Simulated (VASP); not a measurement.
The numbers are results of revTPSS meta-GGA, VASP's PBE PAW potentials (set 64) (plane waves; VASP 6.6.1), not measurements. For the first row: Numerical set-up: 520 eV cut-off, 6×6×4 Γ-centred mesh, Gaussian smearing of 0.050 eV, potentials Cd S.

```json
[
 {"system": "CdS (wurtzite)", "energy (eV/atom)": "4.6864"},
 {"system": "Cd atom", "energy (eV/atom)": "16.8859"},
 {"system": "S atom", "energy (eV/atom)": "-2.2663"}
]
```

Atoms are spin-polarised in a large box without symmetry, with the spin fixed by Hund's rule, and may not be in the lowest state of each functional; no zero-point energy is added.

Problem. What is the cohesive energy per atom of CdS?

Solution. The references average (2×(16.8859) + 2×(-2.2663))/4 = 7.3098 eV, so the cohesive energy is 7.3098 − (4.6864) = 2.623 eV/atom. Measured: 2.870 eV/atom at 0 K (as given by CRC Handbook of Chemistry and Physics, Standard Thermodynamic Properties of Chemical Substances; atomisation enthalpy at 298 K (2.855) less the gas atoms' H298-H0 (0.067), plus the solid's thermal (0.051) and zero-point (0.031) energy from a Debye model with theta = 317 K fitted to S(298) = 64.9 J/(mol K); atoms in their measured spin-orbit ground levels; the uncertainty is an estimate of this correction alone).
